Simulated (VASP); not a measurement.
# Ga3As4B (ordered alloy cell): computed properties

Computed with PBEsol GGA, VASP's PBE PAW potentials (set 64) (plane waves; VASP).

- space group: Amm2 (38)
- cell: a = 3.8463 Å, b = 7.7060 Å, c = 10.9434 Å, α = 90.00°, β = 90.00°, γ = 90.00°
- volume per atom: 20.27 Å^3/atom
- band gap (over mesh and band path): 0.18 eV
- smallest direct gap (over mesh and band path): 0.18 eV
- band-edge character: direct, Γ to Γ
- density: 5.32 g/cm³

```cif
data_As4BGa3
_chemical_formula_sum 'Ga3 As4 B1'
_space_group_name_H-M_alt 'P 1'
_space_group_IT_number 1
_cell_length_a 7.71874
_cell_length_b 7.71874
_cell_length_c 3.84630
_cell_angle_alpha 60.112
_cell_angle_beta 60.112
_cell_angle_gamma 59.891
loop_
_space_group_symop_operation_xyz
  'x, y, z'
loop_
_atom_site_label
_atom_site_type_symbol
_atom_site_fract_x
_atom_site_fract_y
_atom_site_fract_z
_atom_site_occupancy
Ga1 Ga 0.99885 0.99885 0.00230 1
Ga2 Ga 0.00012 0.50124 0.99865 1
Ga3 Ga 0.50124 0.00012 0.99865 1
As1 As 0.12488 0.12488 0.25024 1
As2 As 0.15767 0.61331 0.22902 1
As3 As 0.61331 0.15767 0.22902 1
As4 As 0.60664 0.60664 0.28672 1
B1 B 0.49729 0.49729 0.00541 1
```

The structure was generated: Ga3As4B was put into an ordered model structure (Amm2), which need not be its known phase. It was relaxed first. Symmetry was kept, so distortions that lower it aren't found.
